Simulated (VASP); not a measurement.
# Zr3MoC (Pm-3m) in VASP: a series of runs

Runs on Zr3MoC. Level: PBE. Tasks: band structure.

Program: VASP 6.6.1. These are calculated values, not measurements. Logs are shortened: lines on timing, memory, paths and dates and some standing lists are left out, and cuts for length are marked.

## (1) The crystal as given

The structure is cubic, space group Pm-3m (No. 221). The conventional cell has a = 4.943 Å, b = 4.943 Å, c = 4.943 Å, α = 90.00°, β = 90.00°, γ = 90.00°. Around Zr (site symmetry 4/mmm) lie 2 Mo at 2.47 Å. Around Mo (site symmetry m-3m) lie 6 Zr at 2.47 Å. C (site symmetry m-3m) has 12 Zr at 3.49 Å as nearest neighbours.

The cell was built by a generator and needn't be a form met in nature.

## (2) Band structure, PBE

INCAR

```
SYSTEM = Zr3MoC
PREC = Accurate
ENCUT = 900
EDIFF = 1E-7
ISMEAR = -1
SIGMA = 0.05
LREAL = .FALSE.
LASPH = .TRUE.
NELM = 60
ALGO = Normal
ISIF = 2
LWAVE = .FALSE.
LCHARG = .FALSE.
LMAXMIX = 4
GGA = PE
```

KPOINTS

```
Automatic mesh
0
G
  5 5 5
  0 0 0
```

POSCAR

```
Zr3MoC
1.0
    4.9425100000      0.0000000000      0.0000000000
    0.0000000000      4.9425100000      0.0000000000
    0.0000000000      0.0000000000      4.9425100000
Zr Mo C
3 1 1
Direct
    0.5000000000      0.0000000000      0.0000000000
    0.0000000000      0.5000000000      0.0000000000
    0.0000000000      0.0000000000      0.5000000000
    0.0000000000      0.0000000000      0.0000000000
    0.5000000000      0.5000000000      0.5000000000
```

KPOINTS_OPT

```
path GXMGRX,MR
20
line-mode
reciprocal
 0.0000000000  0.0000000000  0.0000000000  G
 0.0000000000  0.5000000000  0.0000000000  X

 0.0000000000  0.5000000000  0.0000000000  X
 0.5000000000  0.5000000000  0.0000000000  M

 0.5000000000  0.5000000000  0.0000000000  M
 0.0000000000  0.0000000000  0.0000000000  G

 0.0000000000  0.0000000000  0.0000000000  G
 0.5000000000  0.5000000000  0.5000000000  R

 0.5000000000  0.5000000000  0.5000000000  R
 0.0000000000  0.5000000000  0.0000000000  X

 0.5000000000  0.5000000000  0.0000000000  M
 0.5000000000  0.5000000000  0.5000000000  R
```

Potentials or basis: VASP PAW PBE potentials, release 64 (Zr_sv, Mo_sv, C_h).

Command:

```sh
$ cat potpaw_PBE.64/Zr_sv/POTCAR potpaw_PBE.64/Mo_sv/POTCAR potpaw_PBE.64/C_h/POTCAR > POTCAR
$ mpirun -np 1 vasp_std > vasp.out
```

OUTCAR:

```text
SYSTEM = Zr3MoC
   PREC = Accurate
   ENCUT = 900
   EDIFF = 1E-7
   ISMEAR = -1
   LREAL = .FALSE.
   LASPH = .TRUE.
   NELM = 60
   ISIF = 2
   GGA = PE

 ion  position               nearest neighbor table
   1  0.500  0.000  0.000-   4 2.47   4 2.47   2 3.49   3 3.49   2 3.49   2 3.49   3 3.49   3 3.49
                             3 3.49   2 3.49
   2  0.000  0.500  0.000-   4 2.47   4 2.47   1 3.49   3 3.49   1 3.49   3 3.49   3 3.49   3 3.49
                             1 3.49   1 3.49
   3  0.000  0.000  0.500-   4 2.47   4 2.47   1 3.49   1 3.49   2 3.49   2 3.49   2 3.49   2 3.49
                             1 3.49   1 3.49
   4  0.000  0.000  0.000-   1 2.47   2 2.47   3 2.47   3 2.47   2 2.47   1 2.47
   5  0.500  0.500  0.500-

  LATTYP: Found a simple cubic cell.
 ALAT       =     4.9425100000

  Lattice vectors:

 A1 = (   4.9425100000,   0.0000000000,   0.0000000000)
 A2 = (   0.0000000000,   4.9425100000,   0.0000000000)
 A3 = (   0.0000000000,   0.0000000000,   4.9425100000)

Analysis of symmetry for initial positions (statically):
=====================================================================
 Subroutine PRICEL returns:
 Original cell was already a primitive cell.

 Routine SETGRP: Setting up the symmetry group for a
 simple cubic supercell.

 Subroutine GETGRP returns: Found 48 space group operations
 (whereof 48 operations were pure point group operations)
 out of a pool of 48 trial point group operations.

The static configuration has the point symmetry O_h .

Analysis of symmetry for dynamics (positions and initial velocities):
=====================================================================
 Subroutine PRICEL returns:
 Original cell was already a primitive cell.

 Routine SETGRP: Setting up the symmetry group for a
 simple cubic supercell.

 Subroutine GETGRP returns: Found 48 space group operations
 (whereof 48 operations were pure point group operations)
 out of a pool of 48 trial point group operations.

The dynamic configuration has the point symmetry O_h .

 Subroutine INISYM returns: Found 48 space group operations
 (whereof 48 operations are pure point group operations),
 and found     1 'primitive' translations

----------------------------------------------------------------------------------------

                                     Primitive cell

  volume of cell :     120.7376

  direct lattice vectors                    reciprocal lattice vectors
     4.942510000  0.000000000  0.000000000     0.202326348  0.000000000  0.000000000
     0.000000000  4.942510000  0.000000000     0.000000000  0.202326348  0.000000000
     0.000000000  0.000000000  4.942510000     0.000000000  0.000000000  0.202326348

  length of vectors
     4.942510000  4.942510000  4.942510000     0.202326348  0.202326348  0.202326348

  position of ions in fractional coordinates (direct lattice)
     0.500000000  0.000000000  0.000000000
     0.000000000  0.500000000  0.000000000
     0.000000000  0.000000000  0.500000000
     0.000000000  0.000000000  0.000000000
     0.500000000  0.500000000  0.500000000

  ion indices of the primitive-cell ions
   primitive index   ion index
                 1           1
                 2           2
                 3           3
                 4           4
                 5           5

----------------------------------------------------------------------------------------

 KPOINTS: Automatic mesh

Automatic generation of k-mesh.
 Grid dimensions read from file:
 generate k-points for:    5    5    5

 Generating k-lattice:

  Cartesian coordinates                     Fractional coordinates (reciprocal lattice)
     0.040465270  0.000000000  0.000000000     0.200000000  0.000000000  0.000000000
     0.000000000  0.040465270  0.000000000     0.000000000  0.200000000  0.000000000
     0.000000000  0.000000000  0.040465270     0.000000000  0.000000000  0.200000000

  Length of vectors
     0.040465270  0.040465270  0.040465270

  Shift w.r.t. Gamma in fractional coordinates (k-lattice)
     0.000000000  0.000000000  0.000000000

 Subroutine IBZKPT returns following result:
 ===========================================

 Found     10 irreducible k-points:

 Following reciprocal coordinates:
            Coordinates               Weight
  0.000000  0.000000  0.000000      1.000000
  0.200000  0.000000  0.000000      6.000000
  0.400000  0.000000  0.000000      6.000000
  0.200000  0.200000  0.000000     12.000000
  0.400000  0.200000  0.000000     24.000000
  0.400000  0.400000  0.000000     12.000000
  0.200000  0.200000  0.200000      8.000000
  0.400000  0.200000  0.200000     24.000000
  0.400000  0.400000  0.200000     24.000000
  0.400000  0.400000  0.400000      8.000000
   k-points           NKPTS =     10   k-points in BZ     NKDIM =     10   number of bands    NBANDS=     32
   number of dos      NEDOS =    301   number of ions     NIONS =      5
   total plane-waves  NPLWV = 110592
   dimension x,y,z NGX =    48 NGY =   48 NGZ =   48
   dimension x,y,z NGXF=    96 NGYF=   96 NGZF=   96
   ions per type =               3   1   1
   NGX,Y,Z   is equivalent  to a cutoff of  16.15, 16.15, 16.15 a.u.
   NGXF,Y,Z  is equivalent  to a cutoff of  32.29, 32.29, 32.29 a.u.
 SYSTEM =  Zr3MoC
   PREC   = accura    normal or accurate (medium, high low for compatibility)
   ISTART =      0    job   : 0-new  1-cont  2-samecut
   ICHARG =      2    charge: 1-file 2-atom 10-const
   ISPIN  =      1    spin polarized calculation?
   LNONCOLLINEAR =      F non collinear calculations
   LSORBIT =      F    spin-orbit coupling
   LASPH  =      T    aspherical Exc in radial PAW
   ENCUT  =  900.0 eV  66.15 Ry    8.13 a.u.  12.09 12.09 12.09*2*pi/ulx,y,z
   NELM   =     60;   NELMIN=  2; NELMDL= -5     # of ELM steps
   EDIFF  = 0.1E-06   stopping-criterion for ELM
   LREAL  =      F    real-space projection
   EDIFFG = 0.1E-05   stopping-criterion for IOM
   NSW    =      0    number of steps for IOM
   IBRION =     -1    ionic relax: 0-MD 1-quasi-New 2-CG
   NFREE  =      0    steps in history (QN), initial steepest desc. (CG)
   ISIF   =      2    stress and relaxation
   ISYM   =      2    0-nonsym 1-usesym 2-fastsym
   POTIM  = 0.5000    time-step for ionic-motion
   TEBEG  =    0.0;   TEEND  =   0.0 temperature during run
   PSTRESS=    0.0 pullay stress
   NELECT =      54.0000    total number of electrons
   NUPDOWN=      -1.0000    fix difference up-down
   EMIN   =  10.00;   EMAX   =-10.00  energy-range for DOS
   EFERMI =   0.00;   METHOD = LEGACY
   ISMEAR =    -1;   SIGMA  =   0.05  broadening in eV -4-tet -1-fermi 0-gaus
   EFERMI_NEDOS =   21; number of points for ismear=-14 and -15
   IALGO  =     38    algorithm
   IMIX   =      4    mixing-type and parameters
     AMIX     =   0.40;   BMIX     =  1.00
     AMIX_MAG =   1.60;   BMIX_MAG =  1.00
  volume/ion in A,a.u.               =      24.15       162.96
  Fermi-wavevector in a.u.,A,eV,Ry     =   1.251964  2.365869 21.325962  1.567414
  Thomas-Fermi vector in A             =   2.385887
   LORBIT       =      0    0 simple, 1 ext, 2 COOP (PROOUT), +10 PAW based schemes
   GGA     = PE    functional components
   LHFCALC =     F    Hartree Fock is set to
   AEXX    =    0.0000 exact exchange contribution
   IVDW    =     0    specifies the selected vdW correction
   LEPSILON=     F    determine dielectric tensor
   LRPA    =     F    only Hartree local field effects (RPA)
 non-spin polarized calculation
  energy-cutoff  :      900.00
  volume of cell :      120.74
 maximum number of plane-waves:      7441
   NGX = 25   NGY = 25   NGZ = 25

 number of electron      53.9999999 magnetization

 Free energy of the ion-electron system (eV)
  ---------------------------------------------------
  ext. energy  EPLUGINS =         0.00000000
  ---------------------------------------------------
  free energy    TOTEN  =       -36.32416251 eV

  energy without entropy =      -36.26092439  energy(sigma->0) =      -36.29254345

 E-fermi :   6.2958     XC(G=0): -10.0936

 val. band max:        6.2693370754   @ k =   0.4000   0.4000   0.2000
 cond. band min:       6.3128840837   @ k =   0.4000   0.0000   0.0000
 fundamental gap:      0.0435470082
 Fermi energy:         6.2958232284

 k-point     1 :       0.0000    0.0000    0.0000
  band No.  band energies     occupation
      1     -53.4535      2.00000
      2     -42.8817      2.00000
      3     -42.8595      2.00000
      4     -42.8595      2.00000
      5     -28.0334      2.00000
      6     -28.0334      2.00000
[... 24 lines left out ...]
     31       8.0709      0.00000
     32       8.0709      0.00000

 k-point     2 :       0.2000    0.0000    0.0000
  band No.  band energies     occupation
      1     -53.4529      2.00000
      2     -42.8824      2.00000
      3     -42.8654      2.00000
      4     -42.8594      2.00000
      5     -28.0324      2.00000
      6     -28.0324      2.00000
[... 24 lines left out ...]
     31       8.2038      0.00000
     32       8.2038      0.00000

 k-point     3 :       0.4000    0.0000    0.0000
  band No.  band energies     occupation
      1     -53.4519      2.00000
      2     -42.8852      2.00000
      3     -42.8733      2.00000
      4     -42.8594      2.00000
      5     -28.0307      2.00000
      6     -28.0307      2.00000
[... 24 lines left out ...]
     31       7.2143      0.00000
     32       7.6727      0.00000

 k-point     4 :       0.2000    0.2000    0.0000
  band No.  band energies     occupation
      1     -53.4523      2.00000
      2     -42.8828      2.00000
      3     -42.8686      2.00000
      4     -42.8623      2.00000
      5     -28.0313      2.00000
      6     -27.9550      2.00000
[... 164 lines left out ...]
     31       7.6563      0.00000
     32       8.0028      0.00000

 k-point     9 :       0.4000    0.4000    0.2000
  band No.  band energies     occupation
      1     -53.4498      2.00000
      2     -42.8854      2.00000
      3     -42.8834      2.00000
      4     -42.8728      2.00000
      5     -27.9502      2.00000
      6     -27.8209      2.00000
[... 24 lines left out ...]
     31       7.5438      0.00000
     32       7.7520      0.00000

 k-point    10 :       0.4000    0.4000    0.4000
  band No.  band energies     occupation
      1     -53.4488      2.00000
      2     -42.8855      2.00000
      3     -42.8834      2.00000
      4     -42.8834      2.00000
      5     -27.8195      2.00000
      6     -27.8190      2.00000
[... 24 lines left out ...]
     31       7.2484      0.00000
     32       7.2486      0.00000

------------------------ aborting loop because EDIFF is reached ----------------------------------------

  FORCE on cell =-STRESS in cart. coord.  units (eV):
  Direction    XX          YY          ZZ          XY          YZ          ZX
  --------------------------------------------------------------------------------------
  -------------------------------------------------------------------------------------
  Total        0.7596062      0.7596062      0.7596062     -0.0000000     -0.0000000     -0.0000000
  in kB       10.0799050     10.0799050     10.0799050     -0.0000000     -0.0000000     -0.0000000
  external PRESSURE =      10.0799050 kB  Pullay stress =       0.0000000 kB

 VOLUME and BASIS-vectors are now :
 -----------------------------------------------------------------------------
  energy-cutoff  :      900.00
  volume of cell :      120.74
      direct lattice vectors                 reciprocal lattice vectors
     4.942510000  0.000000000  0.000000000     0.202326348  0.000000000  0.000000000
     0.000000000  4.942510000  0.000000000     0.000000000  0.202326348  0.000000000
     0.000000000  0.000000000  4.942510000     0.000000000  0.000000000  0.202326348

 POSITION                                       TOTAL-FORCE (eV/Angst)
 -----------------------------------------------------------------------------------
      2.47126      0.00000      0.00000         0.000000      0.000000      0.000000
      0.00000      2.47126      0.00000         0.000000      0.000000      0.000000
      0.00000      0.00000      2.47126         0.000000      0.000000      0.000000
      0.00000      0.00000      0.00000         0.000000      0.000000      0.000000
      2.47126      2.47126      2.47126         0.000000      0.000000      0.000000
 -----------------------------------------------------------------------------------
    total drift:                                0.000000      0.000000      0.000000

  FREE ENERGIE OF THE ION-ELECTRON SYSTEM (eV)
  ---------------------------------------------------
  free  energy   TOTEN  =       -36.3241625059 eV

  energy  without entropy=      -36.2609243896  energy(sigma->0) =      -36.29254345
```

Wall time 11 min (1 thread of Intel Xeon Platinum 8375C at 2.90GHz (Ice Lake), shared host); peak memory 0.36 GiB.

What came out:

- Free energy: -36.3242 eV
- Pressure: 1.0 GPa
- Band gap along the path: none (metal or under the smearing width)

Levels at the corners of the path, in eV from the Fermi level:
```
point  band 25  band 26  band 27  band 28  band 29  band 30
    Γ    -0.85    -0.47    -0.43    -0.43    -0.43     1.78
    X    -0.28    -0.28    -0.02     0.13     0.13     0.18
    X    -0.28    -0.28    -0.02     0.13     0.13     0.18
    M    -0.55    -0.27    -0.27    -0.16     0.37     1.47
    M    -0.55    -0.27    -0.27    -0.16     0.37     1.47
    Γ    -0.85    -0.47    -0.43    -0.43    -0.43     1.78
    Γ    -0.85    -0.47    -0.43    -0.43    -0.43     1.78
    R     0.13     0.13     0.19     0.36     0.36     0.36
    R     0.13     0.13     0.19     0.36     0.36     0.36
    X    -0.28    -0.28    -0.02     0.13     0.13     0.18
    M    -0.55    -0.27    -0.27    -0.16     0.37     1.47
    R     0.13     0.13     0.19     0.36     0.36     0.36
```

Caveat: the cutoff is under 1.25 times the usual one of these potentials, so pressure, stress and relaxed cells hold a basis-set (Pulay) error.

## (3) Band structure, PBE

INCAR is that of step 2.

KPOINTS is that of step 2.

POSCAR is that of step 2.

KPOINTS_OPT is that of step 2.

Potentials or basis: VASP PAW PBE potentials, release 64 (Zr_sv, Mo_sv, C_s).

Command:

```sh
$ cat potpaw_PBE.64/Zr_sv/POTCAR potpaw_PBE.64/Mo_sv/POTCAR potpaw_PBE.64/C_s/POTCAR > POTCAR
$ mpirun -np 1 vasp_std > vasp.out
```

OUTCAR:

```text
SYSTEM = Zr3MoC
   PREC = Accurate
   ENCUT = 900
   EDIFF = 1E-7
   ISMEAR = -1
   LREAL = .FALSE.
   LASPH = .TRUE.
   NELM = 60
   ISIF = 2
   GGA = PE

 ion  position               nearest neighbor table
   1  0.500  0.000  0.000-   4 2.47   4 2.47   2 3.49   3 3.49   2 3.49   2 3.49   3 3.49   3 3.49
                             3 3.49   2 3.49
   2  0.000  0.500  0.000-   4 2.47   4 2.47   1 3.49   3 3.49   1 3.49   3 3.49   3 3.49   3 3.49
                             1 3.49   1 3.49
   3  0.000  0.000  0.500-   4 2.47   4 2.47   1 3.49   1 3.49   2 3.49   2 3.49   2 3.49   2 3.49
                             1 3.49   1 3.49
   4  0.000  0.000  0.000-   1 2.47   2 2.47   3 2.47   3 2.47   2 2.47   1 2.47
   5  0.500  0.500  0.500-

  LATTYP: Found a simple cubic cell.
 ALAT       =     4.9425100000

  Lattice vectors:

 A1 = (   4.9425100000,   0.0000000000,   0.0000000000)
 A2 = (   0.0000000000,   4.9425100000,   0.0000000000)
 A3 = (   0.0000000000,   0.0000000000,   4.9425100000)

Analysis of symmetry for initial positions (statically):
[... 162 lines left out ...]
  energy without entropy =      -36.26055159  energy(sigma->0) =      -36.29216675

 E-fermi :   6.3070     XC(G=0): -10.0861

 val. band max:        6.2804619184   @ k =   0.4000   0.4000   0.2000
 cond. band min:       6.3241841908   @ k =   0.4000   0.0000   0.0000
 fundamental gap:      0.0437222723
 Fermi energy:         6.3069771961

 k-point     1 :       0.0000    0.0000    0.0000
  band No.  band energies     occupation
      1     -53.4425      2.00000
      2     -42.8705      2.00000
      3     -42.8483      2.00000
      4     -42.8483      2.00000
      5     -28.0225      2.00000
      6     -28.0225      2.00000
[... 339 lines left out ...]
     31       7.2595      0.00000
     32       7.2601      0.00000

------------------------ aborting loop because EDIFF is reached ----------------------------------------

  FORCE on cell =-STRESS in cart. coord.  units (eV):
  Direction    XX          YY          ZZ          XY          YZ          ZX
  --------------------------------------------------------------------------------------
  -------------------------------------------------------------------------------------
  Total        0.7793936      0.7793936      0.7793936      0.0000000     -0.0000000     -0.0000000
  in kB       10.3424819     10.3424819     10.3424819      0.0000000     -0.0000000     -0.0000000
  external PRESSURE =      10.3424819 kB  Pullay stress =       0.0000000 kB

 VOLUME and BASIS-vectors are now :
 -----------------------------------------------------------------------------
  energy-cutoff  :      900.00
  volume of cell :      120.74
      direct lattice vectors                 reciprocal lattice vectors
     4.942510000  0.000000000  0.000000000     0.202326348  0.000000000  0.000000000
     0.000000000  4.942510000  0.000000000     0.000000000  0.202326348  0.000000000
     0.000000000  0.000000000  4.942510000     0.000000000  0.000000000  0.202326348

 POSITION                                       TOTAL-FORCE (eV/Angst)
 -----------------------------------------------------------------------------------
      2.47126      0.00000      0.00000         0.000000      0.000000      0.000000
      0.00000      2.47126      0.00000         0.000000      0.000000      0.000000
      0.00000      0.00000      2.47126         0.000000      0.000000      0.000000
      0.00000      0.00000      0.00000         0.000000      0.000000      0.000000
      2.47126      2.47126      2.47126         0.000000      0.000000      0.000000
 -----------------------------------------------------------------------------------
    total drift:                                0.000000      0.000000      0.000000

  FREE ENERGIE OF THE ION-ELECTRON SYSTEM (eV)
  ---------------------------------------------------
  free  energy   TOTEN  =       -36.3237819128 eV

  energy  without entropy=      -36.2605515862  energy(sigma->0) =      -36.29216675
```

It took 17 min on 1 thread of Intel Xeon Platinum 8375C at 2.90GHz (Ice Lake), shared host; peak memory 0.37 GiB.

What came out:

```
Free energy             : -36.3238 eV
Pressure                : 1.0 GPa
Band gap along the path : none (metal or under the smearing width)
```

Levels at the corners of the path, in eV from the Fermi level:
| point | band 24 | band 25 | band 26 | band 27 | band 28 | band 29 | band 30 | band 31 |
| --- | --- | --- | --- | --- | --- | --- | --- | --- |
| Γ | -0.85 | -0.85 | -0.47 | -0.43 | -0.43 | -0.43 | 1.78 | 1.78 |
| X | -0.43 | -0.28 | -0.28 | -0.02 | 0.13 | 0.13 | 0.19 | 1.34 |
| X | -0.43 | -0.28 | -0.28 | -0.02 | 0.13 | 0.13 | 0.19 | 1.34 |
| M | -1.22 | -0.55 | -0.27 | -0.27 | -0.16 | 0.37 | 1.47 | 1.47 |
| M | -1.22 | -0.55 | -0.27 | -0.27 | -0.16 | 0.37 | 1.47 | 1.47 |
| Γ | -0.85 | -0.85 | -0.47 | -0.43 | -0.43 | -0.43 | 1.78 | 1.78 |
| Γ | -0.85 | -0.85 | -0.47 | -0.43 | -0.43 | -0.43 | 1.78 | 1.78 |
| R | 0.13 | 0.13 | 0.13 | 0.19 | 0.36 | 0.36 | 0.36 | 0.70 |
| R | 0.13 | 0.13 | 0.13 | 0.19 | 0.36 | 0.36 | 0.36 | 0.70 |
| X | -0.43 | -0.28 | -0.28 | -0.02 | 0.13 | 0.13 | 0.19 | 1.34 |
| M | -1.22 | -0.55 | -0.27 | -0.27 | -0.16 | 0.37 | 1.47 | 1.47 |
| R | 0.13 | 0.13 | 0.13 | 0.19 | 0.36 | 0.36 | 0.36 | 0.70 |

(Continued in part 2 of 2.)
